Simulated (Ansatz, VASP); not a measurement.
# Cross-check of TiIn4GaCo between VASP and Ansatz

Wanted: the spread between two codes on one cell, functional and k mesh. The cell is taken from a series of runs on this material, whose earlier steps may have relaxed, scaled, displaced or heated it; both programs get it as it stands.

Main program and level: Ansatz 0.2.0; plane waves, with VASP 6.6.1 beside it; relaxation of cell and atoms at PBE.

**1. Set-up**

It takes space group P4/mmm (No. 123, tetragonal). The conventional cell has a = 4.414 Å, b = 4.414 Å, c = 7.144 Å, α = 90.00°, β = 90.00°, γ = 90.00°. Nearest to In lie 2 Co at 2.63 Å and 1 In at 2.86 Å and 2 Ga at 3.07 Å and 2 Ti at 3.07 Å. Nearest to Ga lie 8 In at 3.07 Å and 4 Ti at 3.12 Å. Co has 8 In at 2.63 Å nearest. Nearest to Ti lie 8 In at 3.07 Å and 4 Ga at 3.12 Å. Farther neighbours are not listed.

As a file:

```
In Ga Co Ti
1.0
     4.41400    0.00000    0.00000
     0.00000    4.41400    0.00000
     0.00000    0.00000    7.14400
In Ga Co Ti
4 1 1 1
Cartesian
  2.2070 0.0000 5.0044
  2.2070 0.0000 2.1396
  0.0000 2.2070 5.0044
  0.0000 2.2070 2.1396
  2.2070 2.2070 0.0000
  0.0000 0.0000 3.5720
  0.0000 0.0000 0.0000
```

**2. VASP: relaxation of cell and atoms, PBE**

The relaxed volume is the usual yardstick between codes: in a stiff, nearly cubic crystal its relative difference is about their pressure difference at one cell divided by the bulk modulus.

Lines of VASP's logs that name or quote its potential files are left out, and so is its time.

The input, INCAR:

```
SYSTEM = TiIn4GaCo
PREC = Accurate
ENCUT = 600
EDIFF = 1E-07
NELM = 200
ISMEAR = -1
SIGMA = 0.05
LREAL = .FALSE.
ALGO = Normal
GGA = PE
NBANDS = 56
ISPIN = 2
MAGMOM = -0 -0 -0 -0 -0 0 0
LASPH = .TRUE.
LMAXMIX = 4
LORBIT = 11
LWAVE = .FALSE.
LCHARG = .FALSE.
ISIF = 3
IBRION = 2
NSW = 80
EDIFFG = -0.005
GGA_COMPAT = .FALSE.
NELMIN = 4
KPAR = 2
```

The input, POSCAR:

```
TiIn4GaCo
1.0
    4.4140000000      0.0000000000      0.0000000000
    0.0000000000      4.4140000000      0.0000000000
    0.0000000000      0.0000000000      7.1440000000
In Ga Co Ti
4 1 1 1
Direct
    0.5000000000      0.0000000000      0.7005000000
    0.5000000000      0.0000000000      0.2995000000
    0.0000000000      0.5000000000      0.7005000000
    0.0000000000      0.5000000000      0.2995000000
    0.5000000000      0.5000000000      0.0000000000
    0.0000000000      0.0000000000      0.5000000000
    0.0000000000      0.0000000000      0.0000000000
```

The input, KPOINTS:

```
Automatic mesh
0
Gamma
6 6 4
0 0 0
```

PAW data sets: In_d, Ga_d, Co and Ti_sv (PBE family, release 64).

Launch:

```
> mpirun -np 2 vasp_std
```

Numbers of over 12 decimals in the logs are rounded to 6 here.

What it wrote:

```text
[banner, memory and clock lines left out]
running    2 mpi-ranks, on    1 nodes
 distrk:  each k-point on    1 cores,    2 groups
 distr:  one band on    1 cores,    1 groups

 POSCAR found type information on POSCAR InGaCoTi
 POSCAR found :  4 types and       7 ions
 LDA part: xc-table for (Slater+PW92), standard interpolation
 POSCAR, INCAR and KPOINTS ok, starting setup
 FFT: planning ... GRIDC
 FFT: planning ... GRID_SOFT
 FFT: planning ... GRID
 WAVECAR not read
 entering main loop
       N       E                     dE             d eps       ncg     rms          rms(c)
DAV:   1     0.994130004576E+03    0.99413E+03   -0.42882E+04  6864   0.256E+03
DAV:   2     0.131698805351E+03   -0.86243E+03   -0.83695E+03  6720   0.650E+02
DAV:   3    -0.203587463185E+02   -0.15206E+03   -0.14827E+03  7368   0.252E+02
DAV:   4    -0.309833533647E+02   -0.10625E+02   -0.10448E+02  9848   0.678E+01
DAV:   5    -0.314107213688E+02   -0.42737E+00   -0.42640E+00  9968   0.123E+01    0.144E+01
DAV:   6    -0.369334312198E+02   -0.55227E+01   -0.44608E+01  8128   0.212E+01    0.428E+01
DAV:   7    -0.322296568214E+02    0.47038E+01   -0.11051E+02  8112   0.399E+01    0.174E+01
DAV:   8    -0.289702754336E+02    0.32594E+01   -0.71914E+00  8424   0.267E+01    0.789E+00
DAV:   9    -0.282207916444E+02    0.74948E+00   -0.21032E+00  8360   0.833E+00    0.237E+00
DAV:  10    -0.282008649208E+02    0.19927E-01   -0.44668E-01  9120   0.607E+00    0.234E+00
DAV:  11    -0.281873506876E+02    0.13514E-01   -0.31602E-02  9600   0.151E+00    0.165E+00
DAV:  12    -0.281689952511E+02    0.18355E-01   -0.77131E-02  8688   0.138E+00    0.383E-01
DAV:  13    -0.281734298448E+02   -0.44346E-02   -0.17673E-02  9504   0.783E-01    0.836E-01
DAV:  14    -0.281693829715E+02    0.40469E-02   -0.68176E-03  8096   0.612E-01    0.347E-01
DAV:  15    -0.281686062202E+02    0.77675E-03   -0.19996E-03  9472   0.222E-01    0.987E-02
DAV:  16    -0.281686094140E+02   -0.31938E-05   -0.16747E-04  9648   0.121E-01    0.824E-02
DAV:  17    -0.281685579438E+02    0.51470E-04   -0.94031E-05 10184   0.741E-02    0.244E-02
DAV:  18    -0.281685548548E+02    0.30889E-05   -0.16313E-05  9088   0.200E-02    0.101E-02
DAV:  19    -0.281685539076E+02    0.94725E-06   -0.28575E-06  8712   0.779E-03    0.203E-03
DAV:  20    -0.281685540510E+02   -0.14339E-06   -0.23165E-07  5864   0.292E-03    0.125E-03
DAV:  21    -0.281685541212E+02   -0.70229E-07   -0.25048E-08  4352   0.123E-03
   1 F= -.28168554E+02 E0= -.28148780E+02  d E =-.281686E+02  mag=    -0.0000
[... from here on, the cycles between the ionic steps are left out ...]
   2 F= -.28244738E+02 E0= -.28226569E+02  d E =-.761835E-01  mag=     0.0000
   3 F= -.28260146E+02 E0= -.28243312E+02  d E =-.915921E-01  mag=    -0.0000
   4 F= -.28270938E+02 E0= -.28255048E+02  d E =-.107917E-01  mag=    -0.0000
   5 F= -.28271431E+02 E0= -.28255412E+02  d E =-.112843E-01  mag=     0.0000
   6 F= -.28275198E+02 E0= -.28258989E+02  d E =-.376752E-02  mag=    -0.0000
   7 F= -.28276114E+02 E0= -.28259633E+02  d E =-.468341E-02  mag=    -0.0000
   8 F= -.28276157E+02 E0= -.28259722E+02  d E =-.472635E-02  mag=     0.0000
   9 F= -.28276157E+02 E0= -.28259733E+02  d E =-.472637E-02  mag=    -0.0000
 curvature:  -1.41 expect dE=-0.151E-04 dE for cont linesearch -0.478E-06
 ZBRENT: accuracy reached
 trial: gam=-0.02249 g(F)=  0.731E-05 g(S)=  0.339E-05 ort = 0.443E-04 (trialstep = 0.128E+01)
 search vector abs. value=  0.116E-04
 bond charge predicted
       N       E                     dE             d eps       ncg     rms          rms(c)
DAV:   1    -0.282762451895E+02   -0.88358E-04   -0.54171E-03 10152   0.482E-01    0.744E-02
DAV:   2    -0.282765150634E+02   -0.26987E-03   -0.15287E-03  7928   0.322E-01    0.204E-01
DAV:   3    -0.282762140185E+02    0.30104E-03   -0.14399E-03  9064   0.241E-01    0.637E-02
DAV:   4    -0.282761783116E+02    0.35707E-04   -0.22135E-04  8224   0.685E-02    0.265E-02
DAV:   5    -0.282761665027E+02    0.11809E-04   -0.23990E-05  8584   0.429E-02    0.819E-03
DAV:   6    -0.282761652362E+02    0.12665E-05   -0.40707E-06  9712   0.136E-02    0.617E-03
DAV:   7    -0.282761647692E+02    0.46694E-06   -0.38109E-07  7056   0.721E-03    0.383E-03
DAV:   8    -0.282761641199E+02    0.64935E-06   -0.29227E-07  6648   0.423E-03    0.515E-04
DAV:   9    -0.282761641288E+02   -0.89203E-08   -0.55715E-08  4304   0.182E-03
  10 F= -.28276164E+02 E0= -.28259728E+02  d E =-.720584E-05  mag=     0.0000
 trial-energy change:   -0.000007  1 .order   -0.000007   -0.000012   -0.000002
 step:   1.5000(harm=  1.5000)  dis= 0.00048  next Energy=   -28.276164 (dE=-0.728E-05)
 reached required accuracy - stopping structural energy minimisation
```

OUTCAR, selected parts (step 2):

```text
ion  position               nearest neighbor table
   1  0.500  0.000  0.700-   6 2.63   6 2.63   2 2.86   7 3.07   5 3.07   5 3.07   7 3.07   3 3.12
                             3 3.12   3 3.12   3 3.12
   2  0.500  0.000  0.300-   6 2.63   6 2.63   1 2.86   7 3.07   5 3.07   5 3.07   7 3.07   4 3.12
                             4 3.12   4 3.12   4 3.12
   3  0.000  0.500  0.700-   6 2.63   6 2.63   4 2.86   7 3.07   5 3.07   7 3.07   5 3.07   1 3.12
                             1 3.12   1 3.12   1 3.12
   4  0.000  0.500  0.300-   6 2.63   6 2.63   3 2.86   7 3.07   5 3.07   7 3.07   5 3.07   2 3.12
                             2 3.12   2 3.12   2 3.12
   5  0.500  0.500  0.000-   1 3.07   2 3.07   3 3.07   4 3.07   1 3.07   2 3.07   3 3.07   4 3.07

  LATTYP: Found a simple tetragonal cell.
 ALAT       =     4.4140000000
 C/A-ratio  =     1.6184866334

 Subroutine GETGRP returns: Found 16 space group operations
 (whereof 16 operations were pure point group operations)

The static configuration has the point symmetry D_4h.

 Found     30 irreducible k-points:

   k-points           NKPTS =     30   k-points in BZ     NKDIM =     30   number of bands    NBANDS=     56

   dimension x,y,z NGX =    36 NGY =   36 NGZ =   60
   dimension x,y,z NGXF=    72 NGYF=   72 NGZF=  120

   ENCUT  =  600.0 eV  44.10 Ry    6.64 a.u.   8.82  8.82 14.27*2*pi/ulx,y,z

   NELECT =      86.0000    total number of electrons

 k-points in reciprocal lattice and weights: Automatic mesh
   0.00000000  0.00000000  0.00000000       0.007
   0.16666667  0.00000000  0.00000000       0.028
   0.33333333  0.00000000  0.00000000       0.028
   0.50000000  0.00000000  0.00000000       0.014
   0.16666667  0.16666667  0.00000000       0.028
   0.33333333  0.16666667  0.00000000       0.056
   0.50000000  0.16666667  0.00000000       0.028
   0.33333333  0.33333333  0.00000000       0.028
   0.50000000  0.33333333  0.00000000       0.028
[...]
0.50000000  0.33333333  0.50000000       0.028
   0.50000000  0.50000000  0.50000000       0.007

 average (electrostatic) potential at core
       1 -92.6937       2 -92.6937       3 -92.6937       4 -92.6937       5 -61.9348
       6 -79.2580       7 -72.7981

 E-fermi :   8.7754

 spin component 1
 k-point     1 :       0.0000    0.0000    0.0000
  band No.  band energies     occupation
    ...
     38       6.8791      1.00000
     39       6.9998      1.00000
     40       7.7230      1.00000
     41       8.6712      0.88925
     42       8.6712      0.88925
     43       9.0014      0.01077
     44       9.0490      0.00419
     45       9.2195      0.00014
     46      10.0894      0.00000
     47      10.1691      0.00000
    ...

 k-point     2 :       0.1667    0.0000    0.0000
  band No.  band energies     occupation
    ...
     38       6.9706      1.00000
     39       7.5515      1.00000
     40       7.7416      1.00000
     41       8.1123      1.00000
     42       8.7004      0.81739
     43       8.8422      0.20820
     44       8.8559      0.16649
     45       9.3603      0.00001
     46       9.7024      0.00000
     47      10.1440      0.00000
    ...

 k-point     3 :       0.3333    0.0000    0.0000
  band No.  band energies     occupation
    ...
     38       6.8924      1.00000
     39       7.6379      1.00000
     40       7.7519      1.00000
     41       7.7536      1.00000
     42       8.5081      0.99525
     43       8.7787      0.48331
     44       8.8318      0.24462
     45       9.4775      0.00000
     46       9.6213      0.00000
     47      10.3756      0.00000
    ...

 k-point     4 :       0.5000    0.0000    0.0000
  band No.  band energies     occupation
    ...
     37       6.8790      1.00000
     38       6.9416      1.00000
     39       7.6377      1.00000
     40       7.6539      1.00000
     41       7.7349      1.00000
     42       8.8322      0.24302
     43       9.0352      0.00551
     44       9.1584      0.00047
     45       9.3643      0.00001
     46       9.4678      0.00000
    ...

 k-point     5 :       0.1667    0.1667    0.0000
  band No.  band energies     occupation
    ...
     39       7.6905      1.00000
     40       7.8546      1.00000
     41       8.1365      1.00000
     42       8.1725      0.99999
     43       8.1866      0.99999
     44       9.4556      0.00000
     45       9.5359      0.00000
     46       9.5634      0.00000
     47       9.6847      0.00000
     48       9.9745      0.00000
    ...

 k-point     6 :       0.3333    0.1667    0.0000
  band No.  band energies     occupation
    ...
     39       7.4660      1.00000
     40       7.7207      1.00000
     41       7.7435      1.00000
     42       8.1838      0.99999
     43       8.3328      0.99986
     44       9.0737      0.00256
     45       9.0960      0.00164
     46       9.5949      0.00000
     47       9.9285      0.00000
     48      10.3435      0.00000
    ...

  Total        0.0012468      0.0012468     -0.0115936      0.0000000      0.0000000      0.0000000
  in kB        0.0144335      0.0144335     -0.1342126      0.0000000      0.0000000      0.0000000
  external PRESSURE =      -0.0351152 kB  Pullay stress =       0.0000000 kB

  energy-cutoff  :      600.00
  volume of cell :      138.40
      direct lattice vectors                 reciprocal lattice vectors
     4.433342184  0.000000000  0.000000000     0.225563459  0.000000000  0.000000000
    -0.000000000  4.433342184  0.000000000     0.000000000  0.225563459 -0.000000000
    -0.000000000  0.000000000  7.041648538    -0.000000000 -0.000000000  0.142012200

 POSITION                                       TOTAL-FORCE (eV/Angst)
 -----------------------------------------------------------------------------------
      2.21667      0.00000      5.00506         0.000000     -0.000000     -0.002260
      2.21667      0.00000      2.03659        -0.000000      0.000000      0.002260
     -0.00000      2.21667      5.00506         0.000000     -0.000000     -0.002260
     -0.00000      2.21667      2.03659        -0.000000      0.000000      0.002260
      2.21667      2.21667      0.00000        -0.000000     -0.000000      0.000000
     -0.00000      0.00000      3.52082         0.000000     -0.000000      0.000000
      0.00000      0.00000      0.00000         0.000000     -0.000000      0.000000
 -----------------------------------------------------------------------------------
    total drift:                                0.000000      0.000000      0.000000

  FREE ENERGIE OF THE ION-ELECTRON SYSTEM (eV)
  ---------------------------------------------------
  free  energy   TOTEN  =       -28.2761641288 eV

  energy  without entropy=      -28.2432910022  energy(sigma->0) =      -28.25972757

 reached required accuracy - stopping structural energy minimisation

 total charge
# of ion       s       p       d       tot
------------------------------------------
    1        0.880   0.748   9.871  11.499
    2        0.880   0.748   9.871  11.499
    3        0.880   0.748   9.871  11.499
    4        0.880   0.748   9.871  11.499
    5        0.934   0.681   9.952  11.567
    6        0.366   0.376   7.493   8.235
    7        2.131   6.046   1.958  10.136
--------------------------------------------------
tot          6.950  10.094  58.887  75.932

 magnetization (x)
# of ion       s       p       d       tot
------------------------------------------
    1        0.000   0.000  -0.000   0.000
    2        0.000   0.000  -0.000   0.000
    3        0.000   0.000  -0.000   0.000
    4        0.000   0.000  -0.000   0.000
    5        0.000   0.000  -0.000   0.000
    6        0.000   0.000   0.000   0.000
    7        0.000  -0.000  -0.000  -0.000
--------------------------------------------------
tot          0.000   0.000   0.000   0.000

[... 1 further part left out ...]
```

This run allows spin, but its moments start at zero, where symmetry between the spins tends to hold them, although Co can carry a moment. The run keeps the 16 symmetry operations of its start, so it cannot find a distortion of lower symmetry.

(Continued in part 2 of 2.)

[Lines on the potential files, build, host, timing and source positions are cut from VASP's logs without a mark.]

[Logs are printed without paths, hosts, clocks, repeated set-up lines and the standing remarks that a program may print on its own settings, such as how far it seeks lower states.]

[Hosts, paths, dates, database ids (printed as entryN), source tags and the programs' standing remarks are cut or masked in the printed files.]
